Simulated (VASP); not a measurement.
Here is the system:

```
CELL_PARAMETERS angstrom
      1.85887    -3.21966     0.00000
      1.85887     3.21966     0.00000
      0.00000     0.00000    14.88639
ATOMIC_POSITIONS crystal
  Te 0.33333 0.66667 0.87282
  Te 0.66667 0.33333 0.37282
  Te 0.66667 0.33333 0.12718
  Te 0.33333 0.66667 0.62718
  Mo 0.33333 0.66667 0.25000
  Mo 0.66667 0.33333 0.75000
```

Method: vdW-DF2, VASP's PBE PAW potentials (set 64) (plane waves; VASP). Settings: 520 eV cut-off, Gaussian smearing of 0.050 eV, potentials Te Mo_sv.

Unless said otherwise, spin-orbit coupling is left out, though it shifts the bands of the heavy elements here.

Task: Give the energies of bands 17 to 30 at the high-symmetry points, in eV from the valence-band maximum.

Result: 
| band | Γ | M | K | A | L | H |
|---|---|---|---|---|---|---|
| 17 | -1.77 | -3.34 | -3.44 | -1.76 | -3.09 | -3.34 |
| 18 | -1.76 | -2.90 | -3.25 | -1.76 | -3.09 | -3.34 |
| 19 | -1.76 | -2.30 | -2.85 | -1.58 | -2.27 | -3.03 |
| 20 | -1.09 | -2.24 | -2.85 | -1.58 | -2.27 | -3.03 |
| 21 | -1.09 | -1.63 | -2.71 | -1.08 | -1.59 | -2.48 |
| 22 | -1.07 | -1.53 | -2.71 | -1.08 | -1.59 | -2.48 |
| 23 | -1.07 | -0.76 | -1.66 | -1.08 | -0.69 | -1.73 |
| 24 | -0.60 | -0.68 | -1.66 | -1.08 | -0.69 | -1.73 |
| 25 | -0.48 | -0.66 | -0.25 | -0.09 | -0.66 | -0.21 |
| 26 | 0.00 | -0.62 | -0.15 | -0.09 | -0.66 | -0.21 |
| 27 | 2.32 | 0.90 | 0.63 | 2.34 | 0.92 | 0.63 |
| 28 | 2.32 | 0.94 | 0.63 | 2.34 | 0.92 | 0.63 |
| 29 | 2.38 | 1.15 | 1.41 | 2.35 | 1.22 | 1.68 |
| 30 | 2.39 | 1.28 | 1.84 | 2.37 | 1.22 | 1.69 |

The gap is indirect, 0.63 eV, from the valence maximum at Γ to the conduction minimum at K.

Measured: gap 1.06 eV at 4 K (computed value off by -0.43 eV), as given by Desman Perdamaian Gulo et al., Physical Review Materials (2023), doi:10.1103/physrevmaterials.7.044001.

The compound is MoTe2 in the 2H layered structure. It was relaxed first, which changed the volume by +19 %.
